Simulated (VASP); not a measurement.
Given:

```yaml
crystal:
  lattice:
    - [0.00000, 2.59213, 2.59213]
    - [2.59213, 0.00000, 2.59213]
    - [2.59213, 2.59213, 0.00000]
  atoms:
    - { symbol: Mg, position: [0.00000, 0.00000, 0.00000] }
    - { symbol: S, position: [0.50000, 0.50000, 0.50000] }
```

The numbers are results of SCAN meta-GGA, VASP's PBE PAW potentials (set 64) (plane waves; VASP), not measurements. Numerical set-up: 400 eV cut-off, 10×10×10 Γ-centred mesh, tetrahedra with Blöchl corrections, potentials Mg S.

Problem. Tabulate the total density of states (states/eV per cell) against energy (eV; zero at the valence-band maximum or, without a gap, the Fermi level).

Solution. 
(E (eV), DOS (states/eV)): (-9.97, 0.00); (-9.73, 0.00); (-9.49, 0.00); (-9.37, 0.00); (-9.13, 0.00); (-8.89, 0.00); (-8.65, 0.00); (-8.53, 0.00); (-8.29, 0.00); (-8.05, 0.00); (-7.81, 0.00); (-7.69, 0.00); (-7.45, 0.00); (-7.21, 0.00); (-6.97, 0.00); (-6.73, 0.00); (-6.61, 0.00); (-6.37, 0.00); (-6.13, 0.00); (-5.89, 0.00); (-5.77, 0.00); (-5.53, 0.00); (-5.29, 0.00); (-5.05, 0.00); (-4.81, 0.14); (-4.69, 0.36); (-4.45, 0.59); (-4.21, 1.12); (-3.97, 2.72); (-3.85, 2.32); (-3.61, 0.93); (-3.37, 0.46); (-3.13, 0.73); (-3.01, 0.89); (-2.77, 1.01); (-2.53, 0.96); (-2.29, 0.97); (-2.05, 1.31); (-1.93, 1.40); (-1.69, 2.01); (-1.45, 1.92); (-1.21, 1.97); (-1.09, 1.96); (-0.85, 2.08); (-0.61, 1.66); (-0.37, 0.98); (-0.13, 0.42); (-0.01, 0.07); (0.23, 0.00); (0.47, 0.00); (0.71, 0.00); (0.83, 0.00); (1.07, 0.00); (1.31, 0.00); (1.55, 0.00); (1.67, 0.00); (1.91, 0.00); (2.15, 0.00); (2.39, 0.00); (2.63, 0.00); (2.75, 0.00); (2.99, 0.00); (3.23, 0.00); (3.47, 0.00); (3.59, 0.02); (3.83, 0.11); (4.07, 0.16); (4.31, 0.22); (4.55, 0.30); (4.67, 0.33); (4.91, 0.40); (5.15, 0.56); (5.39, 0.81); (5.51, 1.00); (5.75, 1.73); (5.99, 1.74); (6.23, 1.57); (6.35, 1.24); (6.59, 0.72); (6.83, 0.72)
Within 2 eV below the valence-band maximum the largest weight inside VASP's projection spheres is S p.

The structure comes from a measured MgS entry (Fm-3m) of the Crystallography Open Database, whose conditions weren't checked. It was relaxed first.
